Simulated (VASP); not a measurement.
# SiAu3 (Fm-3m) in VASP: equation of state

Aim: energy against volume of SiAu3 in PBE, for its equilibrium volume and stiffness.

Everything below comes from runs of VASP 6.6.1. Logs are shortened: lines on timing, memory, paths and dates and some standing lists are left out, and cuts for length are marked.

## 1. Starting point

It takes space group Fm-3m (No. 225, cubic). The conventional cell has a = 6.571 Å, b = 6.571 Å, c = 6.571 Å, α = 90.00°, β = 90.00°, γ = 90.00°. Around Au (site symmetry m-3m) lie 8 Au at 2.85 Å. Around Au (site symmetry -43m) lie 4 Si at 2.85 Å and 4 Au at 2.85 Å. Around Si (site symmetry m-3m) lie 8 Au at 2.85 Å.

The cell comes from a database or a generator and needn't be the stable form of this composition.

## 2. Equation of state, PBE, 16.67 Å³/atom (volume scaled by 0.94)

INCAR reads:

```
PREC = Accurate ; ENCUT = 520
EDIFF = 1E-7 ; ISMEAR = -1
SIGMA = 0.05 ; LREAL = False
LASPH = True ; NELM = 80
ALGO = Normal ; ISIF = 2
LWAVE = False ; LCHARG = False
GGA = PE ; NBANDS = 26
```

KPOINTS reads:

```
regular mesh
0
Gamma
  7 7 7
```

POSCAR reads:

```
SiAu3
1.0
    0.0000000000      3.2186593833      3.2186593833
    3.2186593833      0.0000000000      3.2186593833
    3.2186593833      3.2186593833      0.0000000000
Au Si
3 1
Direct
    0.5000000000      0.5000000000      0.5000000000
    0.7500000000      0.7500000000      0.7500000000
    0.2500000000      0.2500000000      0.2500000000
    0.0000000000      0.0000000000      0.0000000000
```

Potentials or basis: VASP PAW PBE potentials, release 64 (Au, Si).

Started as:

```bash
$ cat potpaw_PBE.64/Au/POTCAR potpaw_PBE.64/Si/POTCAR > POTCAR
$ mpirun -np 1 vasp_std > vasp.out
```

OUTCAR:

```text
PREC = Accurate
   ENCUT = 520
   EDIFF = 1E-7
   ISMEAR = -1
   LREAL = False
   LASPH = True
   NELM = 80
   ISIF = 2
   GGA = PE

 Found     20 irreducible k-points:

 Following reciprocal coordinates:
            Coordinates               Weight
  0.000000  0.000000  0.000000      1.000000
  0.142857  0.000000  0.000000      8.000000
  0.285714  0.000000  0.000000      8.000000
  0.428571  0.000000  0.000000      8.000000
  0.142857  0.142857  0.000000      6.000000
  0.285714  0.142857  0.000000     24.000000
   k-points           NKPTS =     20   k-points in BZ     NKDIM =     20   number of bands    NBANDS=     26
   number of dos      NEDOS =    301   number of ions     NIONS =      4
   total plane-waves  NPLWV =  46656
   dimension x,y,z NGX =    36 NGY =   36 NGZ =   36
   dimension x,y,z NGXF=    72 NGYF=   72 NGZF=   72
   ions per type =               3   1
   NGX,Y,Z   is equivalent  to a cutoff of  13.15, 13.15, 13.15 a.u.
   NGXF,Y,Z  is equivalent  to a cutoff of  26.30, 26.30, 26.30 a.u.
 SYSTEM =  unknown system
   PREC   = accura    normal or accurate (medium, high low for compatibility)
   ISTART =      0    job   : 0-new  1-cont  2-samecut
   ICHARG =      2    charge: 1-file 2-atom 10-const
   ISPIN  =      1    spin polarized calculation?
   LNONCOLLINEAR =      F non collinear calculations
   LSORBIT =      F    spin-orbit coupling
   LASPH  =      T    aspherical Exc in radial PAW
   ENCUT  =  520.0 eV  38.22 Ry    6.18 a.u.   8.46  8.46  8.46*2*pi/ulx,y,z
   NELM   =     80;   NELMIN=  2; NELMDL= -5     # of ELM steps
   EDIFF  = 0.1E-06   stopping-criterion for ELM
   LREAL  =      F    real-space projection
   EDIFFG = 0.1E-05   stopping-criterion for IOM
   NSW    =      0    number of steps for IOM
   IBRION =     -1    ionic relax: 0-MD 1-quasi-New 2-CG
   NFREE  =      0    steps in history (QN), initial steepest desc. (CG)
   ISIF   =      2    stress and relaxation
   ISYM   =      2    0-nonsym 1-usesym 2-fastsym
   POTIM  = 0.5000    time-step for ionic-motion
   TEBEG  =    0.0;   TEEND  =   0.0 temperature during run
   PSTRESS=    0.0 pullay stress
   NELECT =      37.0000    total number of electrons
   NUPDOWN=      -1.0000    fix difference up-down
   EMIN   =  10.00;   EMAX   =-10.00  energy-range for DOS
   EFERMI =   0.00;   METHOD = LEGACY
   ISMEAR =    -1;   SIGMA  =   0.05  broadening in eV -4-tet -1-fermi 0-gaus
   EFERMI_NEDOS =   21; number of points for ismear=-14 and -15
   IALGO  =     38    algorithm
   IMIX   =      4    mixing-type and parameters
     AMIX     =   0.40;   BMIX     =  1.00
     AMIX_MAG =   1.60;   BMIX_MAG =  1.00
  volume/ion in A,a.u.               =      16.67       112.51
  Fermi-wavevector in a.u.,A,eV,Ry     =   1.345211  2.542080 24.621000  1.809592
  Thomas-Fermi vector in A             =   2.473142
   LORBIT       =      0    0 simple, 1 ext, 2 COOP (PROOUT), +10 PAW based schemes
   GGA     = PE    functional components
   LHFCALC =     F    Hartree Fock is set to
   AEXX    =    0.0000 exact exchange contribution
   IVDW    =     0    specifies the selected vdW correction
   LEPSILON=     F    determine dielectric tensor
   LRPA    =     F    only Hartree local field effects (RPA)
 non-spin polarized calculation
  energy-cutoff  :      520.00
  volume of cell :       66.69
 maximum number of plane-waves:      1823
 NGX is ok and might be reduce to    36
   NGX = 17   NGY = 17   NGZ = 17

 number of electron      37.0000003 magnetization

 Free energy of the ion-electron system (eV)
  ---------------------------------------------------
  ext. energy  EPLUGINS =         0.00000000
  ---------------------------------------------------
  free energy    TOTEN  =       -14.41121882 eV

  energy without entropy =      -14.40823832  energy(sigma->0) =      -14.40972857

 E-fermi :   9.8391     XC(G=0): -12.2997

 val. band max:        9.8271633468   @ k =  -0.2857   0.2857   0.0000
 cond. band min:      10.1012024741   @ k =  -0.1429   0.1429   0.0000
 fundamental gap:      0.2740391273
 Fermi energy:         9.8391387534

 k-point     1 :       0.0000    0.0000    0.0000
  band No.  band energies     occupation
      1      -1.6857      2.00000
      2       3.0670      2.00000
      3       3.0670      2.00000
      4       3.3239      2.00000
      5       3.3239      2.00000
      6       3.3239      2.00000
[... 18 lines left out ...]
     25      16.3784      0.00000
     26      16.3784      0.00000

 k-point     2 :       0.1429    0.0000    0.0000
  band No.  band energies     occupation
      1      -1.4389      2.00000
      2       3.0345      2.00000
      3       3.0345      2.00000
      4       3.0596      2.00000
      5       3.5183      2.00000
      6       3.5183      2.00000
[... 18 lines left out ...]
     25      16.5616      0.00000
     26      16.5616      0.00000

 k-point     3 :       0.2857    0.0000    0.0000
  band No.  band energies     occupation
      1      -0.7503      2.00000
      2       2.6359      2.00000
      3       3.1210      2.00000
      4       3.1210      2.00000
      5       3.7501      2.00000
      6       3.7501      2.00000
[... 18 lines left out ...]
     25      17.2594      0.00000
     26      17.2594      0.00000

 k-point     4 :       0.4286    0.0000    0.0000
  band No.  band energies     occupation
      1       0.1537      2.00000
      2       1.9227      2.00000
      3       3.2865      2.00000
      4       3.2865      2.00000
      5       3.6375      2.00000
      6       3.7949      2.00000
[... 18 lines left out ...]
     25      18.3150      0.00000
     26      18.3150      0.00000

 k-point     5 :       0.1429    0.1429    0.0000
  band No.  band energies     occupation
      1      -1.3570      2.00000
      2       2.6601      2.00000
      3       3.2068      2.00000
      4       3.4021      2.00000
      5       3.4021      2.00000
      6       3.4743      2.00000
[... 18 lines left out ...]
     25      15.8939      0.00000
     26      17.9943      0.00000

 k-point     6 :       0.2857    0.1429    0.0000
  band No.  band energies     occupation
      1      -0.8196      2.00000
      2       2.3565      2.00000
      3       3.3102      2.00000
      4       3.3431      2.00000
      5       3.5817      2.00000
      6       3.7482      2.00000
[... 18 lines left out ...]
     25      16.6977      0.00000
     26      18.5334      0.00000

 [... further k-points ...]
[... 5 lines left out ...]
  --------------------------------------------------------------------------------------
  -------------------------------------------------------------------------------------
  Total        3.0924263      3.0924263      3.0924263     -0.0000000      0.0000000      0.0000000
  in kB       74.2941955     74.2941955     74.2941955     -0.0000000      0.0000000      0.0000000
  external PRESSURE =      74.2941955 kB  Pullay stress =       0.0000000 kB

 VOLUME and BASIS-vectors are now :
 -----------------------------------------------------------------------------
  energy-cutoff  :      520.00
  volume of cell :       66.69
      direct lattice vectors                 reciprocal lattice vectors
     0.000000000  3.218659383  3.218659383    -0.155344179  0.155344179  0.155344179
     3.218659383  0.000000000  3.218659383     0.155344179 -0.155344179  0.155344179
     3.218659383  3.218659383  0.000000000     0.155344179  0.155344179 -0.155344179

 POSITION                                       TOTAL-FORCE (eV/Angst)
 -----------------------------------------------------------------------------------
      3.21866      3.21866      3.21866        -0.000000     -0.000000      0.000000
      4.82799      4.82799      4.82799         0.000000     -0.000000     -0.000000
      1.60933      1.60933      1.60933         0.000000      0.000000     -0.000000
      0.00000      0.00000      0.00000        -0.000000     -0.000000      0.000000
 -----------------------------------------------------------------------------------
    total drift:                                0.000000      0.000000      0.000000

  FREE ENERGIE OF THE ION-ELECTRON SYSTEM (eV)
  ---------------------------------------------------
  free  energy   TOTEN  =       -14.4112188239 eV

  energy  without entropy=      -14.4082383205  energy(sigma->0) =      -14.40972857
```

Wall time 38 s (1 thread of Intel Xeon Platinum 8375C at 2.90GHz (Ice Lake), shared host); peak memory 0.2 GiB.

Results:

```yaml
Free_energy: -14.4112 eV
Pressure: 7.4 GPa
Band_gap_on_the_k_mesh: none (metal or under the smearing width)
```

## 3. Equation of state, PBE, 17.03 Å³/atom (volume scaled by 0.96)

INCAR reads:

```
SYSTEM = SiAu3
PREC     = Accurate       ! precision mode
ENCUT    = 520            ! plane-wave cutoff, eV
EDIFF    = 1E-7           ! SCF threshold, eV
ISMEAR   = -1             ! smearing method
SIGMA    = 0.05           ! smearing width, eV
LREAL    = .False.        ! projectors in reciprocal space
LASPH    = .True.         ! aspherical terms in the spheres
NELM     = 100            ! most SCF steps
ALGO     = Normal         ! electronic algorithm
ISIF     = 2              ! what is computed and relaxed
LWAVE    = .False.        ! write WAVECAR
LCHARG   = .False.        ! write CHGCAR
GGA      = PE             ! functional
NBANDS   = 26             ! bands
```

KPOINTS reads:

```
Automatic mesh
0
Gamma
  7 7 7
  0 0 0
```

POSCAR reads:

```
SiAu3
1.0
    0.0000000000      3.2413267455      3.2413267455
    3.2413267455      0.0000000000      3.2413267455
    3.2413267455      3.2413267455      0.0000000000
Au Si
3 1
Direct
    0.5000000000      0.5000000000      0.5000000000
    0.7500000000      0.7500000000      0.7500000000
    0.2500000000      0.2500000000      0.2500000000
    0.0000000000      0.0000000000      0.0000000000
```

Potentials or basis: VASP PAW PBE potentials, release 64 (Au, Si).

Started as:

```bash
$ cat potpaw_PBE.64/Au/POTCAR potpaw_PBE.64/Si/POTCAR > POTCAR
$ mpirun -np 1 vasp_std > vasp.out
```

Run time: 41 s. Hardware: 1 thread of Intel Xeon Platinum 8375C at 2.90GHz (Ice Lake), shared host; peak memory 0.21 GiB.

The run converged. Its results:

```yaml
Free_energy: -14.4630 eV
Pressure: 4.1 GPa
Band_gap_on_the_k_mesh: none (metal or under the smearing width)
```

## 4. Equation of state, PBE, 17.38 Å³/atom (volume scaled by 0.98)

INCAR reads:

```
SYSTEM = SiAu3
  PREC = Accurate
  ENCUT = 520
  EDIFF = 1E-7
  ISMEAR = -1
  SIGMA = 0.05
  LREAL = .False.
  LASPH = .True.
  NELM = 80
  ALGO = Normal
  ISIF = 2
  LWAVE = .False.
  LCHARG = .False.
  GGA = PE
  NBANDS = 26
```

KPOINTS reads:

```
regular mesh
0
Gamma
  7 7 7
  0 0 0
```

POSCAR reads:

```
SiAu3
1.0
    0.0000000000      3.2636814295      3.2636814295
    3.2636814295      0.0000000000      3.2636814295
    3.2636814295      3.2636814295      0.0000000000
Au Si
3 1
Direct
    0.5000000000      0.5000000000      0.5000000000
    0.7500000000      0.7500000000      0.7500000000
    0.2500000000      0.2500000000      0.2500000000
    0.0000000000      0.0000000000      0.0000000000
```

Started as:

```bash
$ cat potpaw_PBE.64/Au/POTCAR potpaw_PBE.64/Si/POTCAR > POTCAR
$ mpirun -np 1 vasp_std > vasp.out
```

Run time: 36 s. Hardware: 1 thread of Intel Xeon Platinum 8375C at 2.90GHz (Ice Lake), shared host; peak memory 0.2 GiB.

It converged, with:

- Free energy: -14.4875 eV
- Pressure: 1.3 GPa
- Band gap on the k mesh: none (metal or under the smearing width)

(Continued in part 2 of 2.)
